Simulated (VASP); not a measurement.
# Lattice vibrations of WC (Qusongite)

Aim: the phonon dispersion and thermal properties of WC (Qusongite). The start is a cell from a database of measured crystal structures.

Calculated with VASP 6.6.1; PBEsol; plane waves and PAW (W, C).

Report form: the programs' logs are mostly left out.

**1. The structure**

Symmetry: P-6m2, No. 187, hexagonal system. The conventional cell has a = 2.907 Å, b = 2.907 Å, c = 2.837 Å, α = 90.00°, β = 90.00°, γ = 120.00°. Nearest to W lie 6 C at 2.20 Å. Nearest to C lie 6 W at 2.20 Å. Farther neighbours are not listed.

Structure file:

```
W C
1.0
     2.90650    0.00000    0.00000
    -1.45325    2.51710    0.00000
     0.00000    0.00000    2.83660
W C
1 1
Direct
  0.00000 0.00000 0.00000
  0.66667 0.33333 0.50000
```

**2. Relax the host**

The later steps need the crystal at this functional's own lattice; a raised cutoff keeps the stress reliable while the cell changes.

Contents of INCAR:

```
SYSTEM = WC
PREC = Accurate
ENCUT = 520
EDIFF = 1E-06
NELM = 120
ISMEAR = 0
SIGMA = 0.05
LREAL = .FALSE.
ALGO = Normal
GGA = PS
NBANDS = 11
LASPH = .TRUE.
LORBIT = 11
LWAVE = .FALSE.
LCHARG = .FALSE.
KPAR = 4
IBRION = 2
NSW = 40
ISIF = 3
EDIFFG = -0.02
POTIM = 0.4
```

Contents of POSCAR:

```
WC
1.0
    2.9065000000      0.0000000000      0.0000000000
   -1.4532500000      2.5171028361      0.0000000000
    0.0000000000      0.0000000000      2.8366000000
W C
1 1
Direct
    0.0000000000      0.0000000000      0.0000000000
    0.6666666667      0.3333333333      0.5000000000
```

Contents of KPOINTS:

```
Automatic mesh
0
Gamma
7 7 7
0 0 0
```

The projector-augmented-wave data sets are W and C (PBE family, release 64).

On the command line:

```
> mpirun -np 4 vasp_std
```

The job ended after 4 s (4 MPI ranks of AMD EPYC 9R45, shared host; peak memory 0.48 GiB).

The k-mesh is coarse for a metal. The PAW data sets were made with PBE, which is usual practice but a small mismatch for other functionals. The data set W keeps the semicore shell frozen, which is cheaper and a little less accurate. The run keeps the 12 symmetry operations of its start, so it cannot find a distortion of lower symmetry.

Relaxation path:

| step | energy less that of the first step (eV) | largest force (eV/Å) | pressure (GPa) | volume (Å³) |
| --- | --- | --- | --- | --- |
| 1 | 0.0000 | 0.0000 | -3.70 | 20.75 |
| 2 | 0.0084 | 0.0000 | 8.63 | 20.18 |
| 3 | -0.0021 | 0.0000 | -0.02 | 20.57 |

| conventional cell, symmetrised | before | after | change |
| --- | --- | --- | --- |
| a (Å) | 2.907 | 2.899 | -0.3 % |
| b (Å) | 2.907 | 2.899 | -0.3 % |
| c (Å) | 2.837 | 2.827 | -0.3 % |
| volume (Å³/atom) | 10.38 | 10.29 | -0.9 % |

The relaxed structure:

```cif
data_structure
_symmetry_space_group_name_H-M 'P 1'
_symmetry_Int_Tables_number 1
_cell_length_a 2.8988
_cell_length_b 2.8988
_cell_length_c 2.8270
_cell_angle_alpha 90.000
_cell_angle_beta 90.000
_cell_angle_gamma 120.000
_cell_volume 20.57
loop_
_atom_site_label
_atom_site_type_symbol
_atom_site_fract_x
_atom_site_fract_y
_atom_site_fract_z
_atom_site_occupancy
W1 W 0.00000 0.00000 0.00000 1
C2 C 0.66667 0.33333 0.50000 1
```

This step gave:

```
electronic cycles                               : 24
electrons                                       : 10
free energy (TOTEN)                             : -23.98 eV
energy at zero smearing                         : -23.98 eV
Fermi energy                                    : 8.36 eV
pressure                                        : -0.02148 GPa
labelled metallic, from the levels on this mesh : yes
```

The run ended after 3 ionic steps, 0.002 eV below its first step, once forces and stress met EDIFFG = -0.02.

**3. Tight relaxation**

Force constants are second derivatives, so residual forces and stress must first be far smaller than in an ordinary relaxation. Smearing, mesh and cutoff differ from the relaxation before, which can move the cell too.

Contents of INCAR:

```
SYSTEM = WC
PREC = Accurate
ENCUT = 480
EDIFF = 1E-08
NELM = 120
ISMEAR = 1
SIGMA = 0.2
LREAL = .FALSE.
ALGO = Fast
GGA = PS
NBANDS = 11
LASPH = .TRUE.
LORBIT = 11
LWAVE = .FALSE.
LCHARG = .FALSE.
KPAR = 4
IBRION = 1
NSW = 30
ISIF = 3
EDIFFG = -0.002
POTIM = 0.4
```

Contents of POSCAR:

```
WC
1.0
    2.8988447335      0.0000000000      0.0000000000
   -1.4494223668      2.5104731809      0.0000000000
    0.0000000000      0.0000000000      2.8269877984
W C
1 1
Direct
    0.0000000000      0.0000000000      0.0000000000
    0.6666666667      0.3333333333      0.5000000000
```

Contents of KPOINTS:

```
Automatic mesh
0
Gamma
13 13 12
0 0 0
```

On the command line:

```
> mpirun -np 4 vasp_std
```

Elapsed: 17 s, on 4 MPI ranks; peak memory 0.65 GiB; 55 s of CPU time.

Little changed from the start: no atom moved by 0.005 Å and no cell edge by 0.1 %.

This step gave:

* electronic cycles: 47
* Fermi energy: 8.286 eV
* pressure: -4.04e-4 GPa

The run ended after 5 ionic steps, 0.000 eV below its first step, once forces and stress met EDIFFG = -0.002.

**4. Force constants in the supercell**

System of this step: WC (Qusongite). The cell holds 54 atoms: 27 W and 27 C. Cell: a = 8.691 Å, b = 8.691 Å, c = 8.481 Å, α = 90.0°, β = 90.0°, γ = 120.0°. It derives from WC (Qusongite).

Each independent atom is moved by 0.015 Å both ways; the forces give the force constants out to half the supercell.

Contents of INCAR:

```
SYSTEM = WC
PREC = Accurate
ENCUT = 480
EDIFF = 1E-07
NELM = 120
ISMEAR = 1
SIGMA = 0.2
LREAL = Auto
ALGO = Fast
GGA = PS
NBANDS = 172
LASPH = .TRUE.
LWAVE = .FALSE.
LCHARG = .FALSE.
KPAR = 4
IBRION = 6
NSW = 1
NFREE = 2
POTIM = 0.015
ISIF = 0
ADDGRID = .TRUE.
```

Contents of POSCAR:

```
WC
1.0
    8.6914049877      0.0000000000      0.0000000000
   -4.3457024940      7.5269775141      0.0000000000
    0.0000000000      0.0000000000      8.4810387039
W C
27 27
Direct
    0.0000000000      0.0000000000      0.0000000000
    0.0000000000      0.0000000000      0.3333333333
    0.0000000000      0.0000000000      0.6666666667
    0.0000000000      0.3333333333      0.0000000000
    0.0000000000      0.3333333333      0.3333333333
    0.0000000000      0.3333333333      0.6666666667
    0.0000000000      0.6666666667      0.0000000000
    0.0000000000      0.6666666667      0.3333333333
    0.0000000000      0.6666666667      0.6666666667
    0.3333333333      0.0000000000      0.0000000000
    0.3333333333      0.0000000000      0.3333333333
    0.3333333333      0.0000000000      0.6666666667
    0.3333333333      0.3333333333      0.0000000000
    0.3333333333      0.3333333333      0.3333333333
    0.3333333333      0.3333333333      0.6666666667
    0.3333333333      0.6666666667      0.0000000000
    0.3333333333      0.6666666667      0.3333333333
    0.3333333333      0.6666666667      0.6666666667
    0.6666666667      0.0000000000      0.0000000000
    0.6666666667      0.0000000000      0.3333333333
    0.6666666667      0.0000000000      0.6666666667
    0.6666666667      0.3333333333      0.0000000000
    0.6666666667      0.3333333333      0.3333333333
    0.6666666667      0.3333333333      0.6666666667
    0.6666666667      0.6666666667      0.0000000000
    0.6666666667      0.6666666667      0.3333333333
    0.6666666667      0.6666666667      0.6666666667
    0.2222222222      0.1111111111      0.1666666667
    0.2222222222      0.1111111111      0.5000000000
    0.2222222222      0.1111111111      0.8333333333
    0.2222222222      0.4444444444      0.1666666667
    0.2222222222      0.4444444444      0.5000000000
    0.2222222222      0.4444444444      0.8333333333
    0.2222222222      0.7777777778      0.1666666667
    0.2222222222      0.7777777778      0.5000000000
    0.2222222222      0.7777777778      0.8333333333
    0.5555555556      0.1111111111      0.1666666667
    0.5555555556      0.1111111111      0.5000000000
    0.5555555556      0.1111111111      0.8333333333
    0.5555555556      0.4444444444      0.1666666667
    0.5555555556      0.4444444444      0.5000000000
    0.5555555556      0.4444444444      0.8333333333
    0.5555555556      0.7777777778      0.1666666667
    0.5555555556      0.7777777778      0.5000000000
    0.5555555556      0.7777777778      0.8333333333
    0.8888888889      0.1111111111      0.1666666667
    0.8888888889      0.1111111111      0.5000000000
    0.8888888889      0.1111111111      0.8333333333
    0.8888888889      0.4444444444      0.1666666667
    0.8888888889      0.4444444444      0.5000000000
    0.8888888889      0.4444444444      0.8333333333
    0.8888888889      0.7777777778      0.1666666667
    0.8888888889      0.7777777778      0.5000000000
    0.8888888889      0.7777777778      0.8333333333
```

Contents of KPOINTS:

```
Automatic mesh
0
Gamma
4 4 4
0 0 0
```

On the command line:

```
> mpirun -np 4 vasp_std
```

Wall time 57 min (4 MPI ranks); peak memory 12 GiB; 3.8 h of CPU time.

The last energy, forces, stress and levels in OUTCAR belong to the last displaced cell, not to the cell of POSCAR.

Numbers from this step:

| Item | Value |
| --- | --- |
| electrons | 270 |
| lowest frequency | -4.34e-6 cm⁻¹ |
| highest frequency | 791.0 cm⁻¹ |
| dynamically stable | yes |
| zero point energy | 80.19 meV/atom |
| heat capacity 300 | 17.28 J/K/mol of atoms |
| entropy 300 | 15.81 J/K/mol of atoms |

No long-range dipole term. Phonon branches along the path, in cm⁻¹:

| point | branch 1 | branch 2 | branch 3 | branch 4 | branch 5 | branch 6 |
| --- | --- | --- | --- | --- | --- | --- |
| Γ | 0 | 0 | 0 | 602 | 633 | 633 |
| 0.47 of the way | 117 | 131 | 192 | 626 | 629 | 672 |
| M | 168 | 192 | 270 | 609 | 660 | 715 |
| 0.47 of the way | 188 | 197 | 262 | 617 | 662 | 704 |
| K | 203 | 221 | 244 | 629 | 666 | 689 |
| 0.47 of the way | 152 | 160 | 224 | 625 | 642 | 685 |
| Γ | 0 | 0 | 0 | 602 | 633 | 633 |
| 0.47 of the way | 120 | 120 | 194 | 597 | 597 | 694 |
| A | 184 | 184 | 297 | 549 | 549 | 791 |
| 0.47 of the way | 201 | 208 | 272 | 591 | 609 | 754 |
| L | 211 | 231 | 249 | 640 | 676 | 697 |
| 0.47 of the way | 213 | 227 | 248 | 643 | 685 | 687 |
| H | 217 | 220 | 246 | 648 | 674 | 697 |
| 0.53 of the way | 205 | 212 | 266 | 601 | 625 | 743 |
| A | 184 | 184 | 297 | 549 | 549 | 791 |
| jump to L | 211 | 231 | 249 | 640 | 676 | 697 |
| 0.53 of the way | 189 | 221 | 253 | 623 | 644 | 728 |
| M | 168 | 192 | 270 | 609 | 660 | 715 |
| jump to K | 203 | 221 | 244 | 629 | 666 | 689 |
| 0.47 of the way | 220 | 224 | 232 | 660 | 669 | 671 |
| H | 217 | 220 | 246 | 648 | 674 | 697 |

The phonon density of states has structure finer than the step of the table below, so its rows give means over 25 cm⁻¹, whole bins alone (the curve runs from -10.1 to 816 cm⁻¹). Peaks (cm⁻¹: height): 210.0: 0.0388, 246.0: 0.0443, 619.6: 0.0434, 647.7: 0.0319, 693.0: 0.0242.

The phonon density of states by frequency; means over each step:

| frequency (cm⁻¹) | phonon density of states (states/cm⁻¹/cell) |
| --- | --- |
| 25 | 1.2e-4 |
| 50 | 4.5e-4 |
| 75 | 0.00107 |
| 100 | 0.00214 |
| 125 | 0.00395 |
| 150 | 0.00766 |
| 175 | 0.0172 |
| 200 | 0.0331 |
| 225 | 0.0238 |
| 250 | 0.0265 |
| 275 | 0.00378 |
| 300 | 2.8e-4 |
| 325 | 0 |
| 350 | 0 |
| 375 | 0 |
| 400 | 0 |
| 425 | 0 |
| 450 | 0 |
| 475 | 0 |
| 500 | 0 |
| 525 | 0 |
| 550 | 6.1e-4 |
| 575 | 0.00310 |
| 600 | 0.00895 |
| 625 | 0.0326 |
| 650 | 0.0279 |
| 675 | 0.0138 |
| 700 | 0.0202 |
| 725 | 0.00956 |
| 750 | 0.00222 |
| 775 | 0.00108 |
| 800 | 5.6e-5 |

Table of heat capacity at constant volume by temperature:

| temperature (K) | heat capacity at constant volume (J/K/mol of atoms) |
| --- | --- |
| 0 | 0 |
| 25 | 0.123 |
| 50 | 1.53 |
| 75 | 4.11 |
| 100 | 6.45 |
| 125 | 8.36 |
| 150 | 10.0 |
| 200 | 12.9 |
| 225 | 14.2 |
| 250 | 15.4 |
| 275 | 16.4 |
| 300 | 17.3 |
| 325 | 18.1 |
| 350 | 18.8 |
| 375 | 19.4 |
| 400 | 19.9 |
| 425 | 20.4 |
| 450 | 20.8 |
| 475 | 21.1 |
| 525 | 21.7 |
| 550 | 22.0 |
| 575 | 22.2 |
| 600 | 22.4 |
| 625 | 22.6 |
| 650 | 22.7 |
| 675 | 22.9 |
| 700 | 23.0 |
| 725 | 23.1 |
| 750 | 23.2 |
| 775 | 23.3 |
| 800 | 23.4 |
| 850 | 23.6 |
| 875 | 23.7 |
| 900 | 23.7 |
| 925 | 23.8 |
| 950 | 23.9 |
| 975 | 23.9 |
| 1000 | 24.0 |

The vibrational entropy by temperature:

| temperature (K) | vibrational entropy (J/K/mol of atoms) |
| --- | --- |
| 0 | 0 |
| 25 | 0.0360 |
| 50 | 0.442 |
| 75 | 1.54 |
| 100 | 3.06 |
| 125 | 4.71 |
| 150 | 6.38 |
| 200 | 9.67 |
| 225 | 11.3 |
| 250 | 12.8 |
| 275 | 14.3 |
| 300 | 15.8 |
| 325 | 17.2 |
| 350 | 18.6 |
| 375 | 19.9 |
| 400 | 21.2 |
| 425 | 22.4 |
| 450 | 23.6 |
| 475 | 24.7 |
| 525 | 26.8 |
| 550 | 27.9 |
| 575 | 28.8 |
| 600 | 29.8 |
| 625 | 30.7 |
| 650 | 31.6 |
| 675 | 32.5 |
| 700 | 33.3 |
| 725 | 34.1 |
| 750 | 34.9 |
| 775 | 35.6 |
| 800 | 36.4 |
| 850 | 37.8 |
| 875 | 38.5 |
| 900 | 39.2 |
| 925 | 39.8 |
| 950 | 40.5 |
| 975 | 41.1 |
| 1000 | 41.7 |

**5. What came out**

```yaml
highest_frequency: 791 cm⁻¹
lowest_frequency: -4.3e-6 cm⁻¹
zero_point_energy: 80.2 meV/atom
heat_capacity_300: 17.3 J/K/mol of atoms
entropy_300: 15.8 J/K/mol of atoms
```

What this shows: The spectrum reaches 791 cm⁻¹, and its lowest point lies at 0 cm⁻¹. No mode is imaginary, so the structure is a local minimum as far as this supercell can tell. Frequencies between the wave vectors that fit the supercell are interpolated.

[Lines on the potential files, build, host, timing and source positions are cut from VASP's logs without a mark.]

[Logs are printed without paths, hosts, clocks, repeated set-up lines and the standing remarks that a program may print on its own settings, such as how far it seeks lower states.]

[Hosts, paths, dates, database ids (printed as entryN), source tags and the programs' standing remarks are cut or masked in the printed files.]

[Runs that stopped without an error message from VASP are left out.]
